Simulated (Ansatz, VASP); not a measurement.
# AlN in two plane-wave programs

Aim: how closely do two programs agree when they are given the same cell, functional and k mesh? The cell is taken from a series of runs on this material, whose earlier steps may have relaxed, scaled, displaced or heated it; both programs get it as it stands.

Method: plane waves, with VASP 6.6.1 beside it; zone-centre phonons at LDA, in Ansatz 0.2.0.

## (1) Set-up

Symmetry: P6_3mc, No. 186, hexagonal system. The conventional cell has a = 2.965 Å, b = 2.965 Å, c = 5.053 Å, α = 90.00°, β = 90.00°, γ = 120.00°. N has 4 Al at 1.83 to 1.87 Å nearest. Nearest to Al lie 4 N at 1.83 to 1.87 Å. Farther neighbours and most contacts between anions are not listed.

Structure file:

```cif
data_structure
_symmetry_space_group_name_H-M 'P6_3mc'
_symmetry_Int_Tables_number 186
_cell_length_a 2.9651
_cell_length_b 2.9651
_cell_length_c 5.0531
_cell_angle_alpha 90.000
_cell_angle_beta 90.000
_cell_angle_gamma 120.000
_cell_volume 38.47
loop_
_atom_site_label
_atom_site_type_symbol
_atom_site_symmetry_multiplicity
_atom_site_Wyckoff_symbol
_atom_site_fract_x
_atom_site_fract_y
_atom_site_fract_z
_atom_site_occupancy
N1 N 2 b 0.33333 0.66667 0.37514 1
Al1 Al 2 b 0.33333 0.66667 0.00486 1
```

## (2) VASP: zone-centre phonons, LDA, pair 1

Second derivatives magnify differences that forces hide, and they need a tight electronic threshold.

Lines of VASP's logs that name or quote its potential files are left out, and so is its time.

File INCAR:

```
SYSTEM = AlN
PREC = Accurate
ENCUT = 600
EDIFF = 1E-08
NELM = 120
ISMEAR = 0
SIGMA = 0.01
LREAL = .FALSE.
ALGO = Normal
GGA = PW92
NBANDS = 14
LORBIT = 11
LWAVE = .FALSE.
LCHARG = .FALSE.
ISIF = 2
IBRION = 8
LEPSILON = .TRUE.
LASPH = .TRUE.
GGA_COMPAT = .FALSE.
EFERMI = MIDGAP
KPAR = 2
```

File POSCAR:

```
AlN
1.0
    2.9650775686      0.0000000000      0.0000000000
   -1.4825387843      2.5678324986      0.0000000000
    0.0000000000      0.0000000000      5.0530835729
N Al
2 2
Direct
    0.3333333334      0.6666666668      0.3751389642
    0.6666666668      0.3333333334      0.8751389642
    0.3333333334      0.6666666668      0.0048610358
    0.6666666668      0.3333333334      0.5048610358
```

File KPOINTS:

```
Automatic mesh
0
Gamma
9 9 6
0 0 0
```

The projector-augmented-wave data sets are N and Al (LDA family, release 64).

The run is started by

```console
$ mpirun -np 2 vasp_std
```

Numbers of over 12 decimals in the logs are rounded to 6 here.

The log of the run:

```text
[banner, memory and clock lines left out]
running    2 mpi-ranks, on    1 nodes
 distrk:  each k-point on    1 cores,    2 groups
 distr:  one band on    1 cores,    1 groups

 POSCAR found type information on POSCAR N Al
 POSCAR found :  2 types and       4 ions
|                                                                             |
|               ----> ADVICE to this user running VASP <----                  |
|                                                                             |
|     You enforced a specific xc type in the INCAR file but a different       |
|     [... a line on the potential file left out ...]
|     I HOPE YOU KNOW WHAT YOU ARE DOING!                                     |
|                                                                             |

 LDA part: xc-table for (Slater(with rela. corr.)+PW92), standard interpolation
 POSCAR, INCAR and KPOINTS ok, starting setup
 FFT: planning ... GRIDC
 FFT: planning ... GRID_SOFT
 FFT: planning ... GRID
 WAVECAR not read
 entering main loop
       N       E                     dE             d eps       ncg     rms          rms(c)
DAV:   1     0.485141441080E+02    0.48514E+02   -0.82651E+03  1344   0.117E+03
DAV:   2    -0.343030144218E+02   -0.82817E+02   -0.75825E+02  1892   0.207E+02
DAV:   3    -0.380990071974E+02   -0.37960E+01   -0.37766E+01  1824   0.455E+01
DAV:   4    -0.381197523345E+02   -0.20745E-01   -0.20744E-01  1494   0.415E+00
DAV:   5    -0.381199454877E+02   -0.19315E-03   -0.19315E-03  1818   0.394E-01    0.129E+01
DAV:   6    -0.327700406484E+02    0.53499E+01   -0.14275E+01  1506   0.283E+01    0.464E+00
DAV:   7    -0.327022512345E+02    0.67789E-01   -0.67555E-01  1710   0.570E+00    0.290E+00
DAV:   8    -0.326453734382E+02    0.56878E-01   -0.71157E-02  1482   0.240E+00    0.403E-01
DAV:   9    -0.326409597476E+02    0.44137E-02   -0.83982E-03  1704   0.668E-01    0.203E-01
DAV:  10    -0.326410879977E+02   -0.12825E-03   -0.68788E-04  1614   0.185E-01    0.826E-02
DAV:  11    -0.326410445609E+02    0.43437E-04   -0.10776E-04  1638   0.843E-02    0.141E-02
DAV:  12    -0.326410446999E+02   -0.13902E-06   -0.20791E-06  1692   0.122E-02    0.607E-03
DAV:  13    -0.326410446195E+02    0.80404E-07   -0.41146E-07  1698   0.518E-03    0.115E-03
DAV:  14    -0.326410446303E+02   -0.10819E-07   -0.15164E-08  1458   0.102E-03    0.796E-04
DAV:  15    -0.326410446347E+02   -0.44154E-08   -0.70306E-09  1032   0.657E-04
   1 F= -.32641045E+02 E0= -.32641045E+02  d E =0.000000E+00
 Linear response reoptimize wavefunctions to high precision
DAV:   1    -0.326410446357E+02   -0.98225E-09   -0.55997E-10  1224   0.203E-04
DAV:   2    -0.326410446357E+02   -0.30923E-10   -0.61917E-11   960   0.672E-05
 Linear response G [H, r] |phi>, progress :
  Direction:   1
       N       E                     dE             d eps       ncg     rms
RMM:   1    -0.625795211496E+02   -0.62580E+02    0.94342E+01  3251   0.703E+01
RMM:   2    -0.540828313079E+02    0.84967E+01   -0.34604E+00  2259   0.144E+01
RMM:   3    -0.540976624234E+02   -0.14831E-01   -0.27701E-02  2441   0.129E+00
RMM:   4    -0.540978241821E+02   -0.16176E-03   -0.59193E-04  2599   0.167E-01
RMM:   5    -0.540978150388E+02    0.91434E-05   -0.21283E-05  2584   0.244E-02
RMM:   6    -0.540978137416E+02    0.12972E-05    0.58238E-06  2668   0.402E-03
RMM:   7    -0.540978135629E+02    0.17868E-06    0.74205E-06  2622   0.839E-04
RMM:   8    -0.540978133913E+02    0.17162E-06    0.10292E-05  2116   0.329E-04
RMM:   9    -0.540978133951E+02   -0.38137E-08    0.20285E-05  1762   0.255E-04
RMM:  10    -0.540978133711E+02    0.24011E-07   -0.57046E-06  1657   0.252E-04
RMM:  11    -0.540978133170E+02    0.54105E-07   -0.23244E-05  1620   0.253E-04
RMM:  12    -0.540978133480E+02   -0.31052E-07    0.86981E-06  1555   0.252E-04
 Linear response G [H, r] |phi>, progress :
  Direction:   2
       N       E                     dE             d eps       ncg     rms
RMM:   1    -0.676660407525E+02   -0.67666E+02    0.76995E+00  3089   0.690E+01
RMM:   2    -0.622240224067E+02    0.54420E+01   -0.27399E+00  2253   0.128E+01
RMM:   3    -0.622400505063E+02   -0.16028E-01   -0.21085E-02  2413   0.115E+00
RMM:   4    -0.622403086308E+02   -0.25812E-03   -0.41204E-04  2580   0.148E-01
RMM:   5    -0.622403096425E+02   -0.10117E-05   -0.15229E-05  2603   0.214E-02
RMM:   6    -0.622403093133E+02    0.32922E-06   -0.16699E-06  2675   0.350E-03
RMM:   7    -0.622403093478E+02   -0.34469E-07   -0.17236E-06  2628   0.736E-04
RMM:   8    -0.622403091370E+02    0.21082E-06    0.41000E-07  2080   0.307E-04
RMM:   9    -0.622403092307E+02   -0.93759E-07    0.33768E-06  1726   0.251E-04
RMM:  10    -0.622403092160E+02    0.14686E-07    0.73633E-06  1672   0.253E-04
RMM:  11    -0.622403092238E+02   -0.77772E-08    0.32285E-06  1635   0.253E-04
[...]
RMM:   6    -0.431231527903E+00   -0.60606E-10   -0.26173E-09  1783   0.112E-04
 change of polarisation eV/A/(eV/A) component  2 :    -0.186     0.862    -0.037
 dielectric tensor                  component  2 :    -0.877     5.056    -0.174
 Linear response to external field (no local field effect), progress :
  Direction:   3
       N       E                     dE             d eps       ncg     rms          rms(c)
RMM:   1    -0.405168292983E+00   -0.40517E+00   -0.14290E+00  2722   0.294E+00
[...]
RMM:   1    -0.405168292983E+00   -0.40517E+00   -0.14290E+00  2722   0.294E+00
RMM:   2    -0.413018983545E+00   -0.78507E-02   -0.38306E-03  2268   0.352E-01    0.945E-01
RMM:   3    -0.398816868037E+00    0.14202E-01   -0.96533E-03  2179   0.601E-01    0.550E-01
RMM:   4    -0.410080579057E+00   -0.11264E-01   -0.11667E-02  2234   0.668E-01    0.828E-02
RMM:   5    -0.412436989976E+00   -0.23564E-02   -0.18011E-04  2384   0.981E-02    0.285E-02
RMM:   6    -0.413103747519E+00   -0.66676E-03   -0.25663E-05  2388   0.340E-02    0.591E-03
RMM:   7    -0.413201091723E+00   -0.97344E-04   -0.62568E-07  2432   0.574E-03    0.246E-03
RMM:   8    -0.413240538848E+00   -0.39447E-04   -0.28143E-08  2482   0.130E-03    0.190E-04
RMM:   9    -0.413239603662E+00    0.93519E-06    0.12157E-09  2177   0.161E-04    0.652E-05
RMM:  10    -0.413239987696E+00   -0.38403E-06    0.11853E-09  1832   0.711E-05    0.604E-06
 change of polarisation eV/A/(eV/A) component  3 :    -0.066    -0.037     0.774
 dielectric tensor                  component  3 :    -0.310    -0.173     4.640
 Linear response DOF=           4
 Linear response progress:
  Degree of freedom:   1/  4
       N       E                     dE             d eps       ncg     rms          rms(c)
RMM:   1    -0.234842679601E+00   -0.23484E+00    0.19438E-01 13284   0.321E+00
RMM:   2    -0.234522107343E+00    0.32057E-03   -0.33667E-03 11013   0.416E-01    0.199E-01
RMM:   3    -0.235301741457E+00   -0.77963E-03   -0.10349E-03 10304   0.209E-01    0.978E-02
RMM:   4    -0.237242774494E+00   -0.19410E-02   -0.99997E-04 10699   0.193E-01    0.222E-02
RMM:   5    -0.237231952562E+00    0.10822E-04   -0.27582E-05 12401   0.356E-02    0.226E-03
RMM:   6    -0.237271463412E+00   -0.39511E-04   -0.42669E-07 12635   0.426E-03    0.886E-04
RMM:   7    -0.237273929236E+00   -0.24658E-05    0.99169E-09 12914   0.786E-04    0.855E-05
RMM:   8    -0.237273361027E+00    0.56821E-06    0.12307E-07 13107   0.961E-05    0.349E-05
RMM:   9    -0.237273353992E+00    0.70351E-08    0.27509E-09 13143   0.384E-05    0.282E-06
 first order change of Fermi-energy   0.17920E+00
 force on displaced ion       1 direction 1 : -19.396   0.000  -0.000
 Born effective charge ion    1 direction 1 :  -2.501   0.000   0.000
 Linear response progress:
  Degree of freedom:   2/  4
       N       E                     dE             d eps       ncg     rms          rms(c)
RMM:   1    -0.254116285771E+00   -0.25412E+00    0.22373E-01  3385   0.324E+00
RMM:   2    -0.252453778496E+00    0.16625E-02   -0.28307E-03  2776   0.415E-01    0.209E-01
RMM:   3    -0.252311460767E+00    0.14232E-03   -0.24000E-03  2738   0.272E-01    0.926E-02
RMM:   4    -0.253574888108E+00   -0.12634E-02   -0.99631E-04  2892   0.166E-01    0.242E-02
RMM:   5    -0.253793563799E+00   -0.21868E-03   -0.41958E-05  3021   0.349E-02    0.588E-03
RMM:   6    -0.253853281032E+00   -0.59717E-04   -0.48173E-07  3156   0.625E-03    0.248E-03
RMM:   7    -0.253843492141E+00    0.97889E-05   -0.12347E-08  2971   0.247E-03    0.527E-04
RMM:   8    -0.253847045354E+00   -0.35532E-05    0.39252E-07  3220   0.618E-04    0.209E-04
RMM:   9    -0.253846108144E+00    0.93721E-06   -0.24433E-08  3128   0.229E-04    0.250E-05
RMM:  10    -0.253846134446E+00   -0.26302E-07   -0.15996E-08  3287   0.360E-05    0.128E-05
RMM:  11    -0.253846157439E+00   -0.22993E-07   -0.10932E-08  3227   0.167E-05    0.280E-06
RMM:  12    -0.253846139263E+00    0.18177E-07   -0.14105E-08  3140   0.137E-05    0.157E-06
RMM:  13    -0.253846138353E+00    0.90979E-09   -0.12417E-08  2434   0.988E-06    0.170E-07
 first order change of Fermi-energy   0.14413E+00
 force on displaced ion       1 direction 3 :   0.000  -0.000 -23.433
 Born effective charge ion    1 direction 3 :   0.000  -0.000  -2.639
 Linear response progress:
  Degree of freedom:   3/  4
       N       E                     dE             d eps       ncg     rms          rms(c)
RMM:   1    -0.650605096109E-02   -0.65061E-02    0.59401E-04 15861   0.758E-01
RMM:   2    -0.594492762485E-02    0.56112E-03   -0.23492E-04 11463   0.128E-01    0.990E-02
RMM:   3    -0.582487720847E-02    0.12005E-03   -0.67246E-05 11950   0.628E-02    0.528E-02
RMM:   4    -0.585042329323E-02   -0.25546E-04   -0.63389E-05 11713   0.591E-02    0.814E-03
RMM:   5    -0.585272585248E-02   -0.23026E-05   -0.13046E-06 12367   0.874E-03    0.895E-04
RMM:   6    -0.585284675664E-02   -0.12090E-06    0.89544E-08 12520   0.849E-04    0.396E-04
RMM:   7    -0.585187548867E-02    0.97127E-06   -0.97444E-08 12744   0.483E-04    0.279E-05
RMM:   8    -0.585192084944E-02   -0.45361E-07   -0.71904E-09 12998   0.615E-05    0.167E-05
RMM:   9    -0.585190260441E-02    0.18245E-07    0.24735E-09 13004   0.163E-05    0.135E-06
RMM:  10    -0.585190248975E-02    0.11465E-09   -0.12688E-09 11941   0.454E-06    0.619E-07
 first order change of Fermi-energy   0.47332E+00
 force on displaced ion       3 direction 1 : -19.420  -0.000   0.000
 Born effective charge ion    3 direction 1 :   2.500   0.000  -0.000
 Linear response progress:
  Degree of freedom:   4/  4
       N       E                     dE             d eps       ncg     rms          rms(c)
RMM:   1    -0.213773631290E-01   -0.21377E-01    0.86325E-03  4893   0.139E+00
RMM:   2    -0.129085245606E-01    0.84688E-02   -0.19129E-03  2812   0.369E-01    0.132E-01
RMM:   3    -0.124442859403E-01    0.46424E-03   -0.67172E-04  2883   0.171E-01    0.560E-02
RMM:   4    -0.123609899230E-01    0.83296E-04   -0.23739E-04  3065   0.458E-02    0.293E-02
RMM:   5    -0.123270548091E-01    0.33935E-04   -0.18934E-04  3152   0.385E-02    0.654E-03
RMM:   6    -0.123112109767E-01    0.15844E-04   -0.16001E-05  3132   0.982E-03    0.208E-03
RMM:   7    -0.123092787194E-01    0.19323E-05    0.34203E-06  3160   0.207E-03    0.608E-04
RMM:   8    -0.123100453032E-01   -0.76658E-06    0.20616E-06  3174   0.754E-04    0.173E-04
RMM:   9    -0.123103737563E-01   -0.32845E-06   -0.20266E-07  3199   0.220E-04    0.260E-05
RMM:  10    -0.123103403389E-01    0.33417E-07    0.20520E-07  3267   0.495E-05    0.154E-05
RMM:  11    -0.123103649694E-01   -0.24630E-07    0.96929E-09  3239   0.138E-05    0.187E-06
RMM:  12    -0.123103661573E-01   -0.11879E-08   -0.12970E-08  3146   0.573E-06    0.101E-06
 first order change of Fermi-energy  -0.14418E+00
 force on displaced ion       3 direction 3 :   0.000   0.000 -25.861
 Born effective charge ion    3 direction 3 :   0.000   0.000   2.639
 Born effective charges drift removed
 Linear response finished
```

[end of part 1 of 3]

[Lines on the potential files, build, host, timing and source positions are cut from VASP's logs without a mark.]

[Logs are printed without paths, hosts, clocks, repeated set-up lines and the standing remarks that a program may print on its own settings, such as how far it seeks lower states.]

[Hosts, paths, dates, database ids (printed as entryN), source tags and the programs' standing remarks are cut or masked in the printed files.]
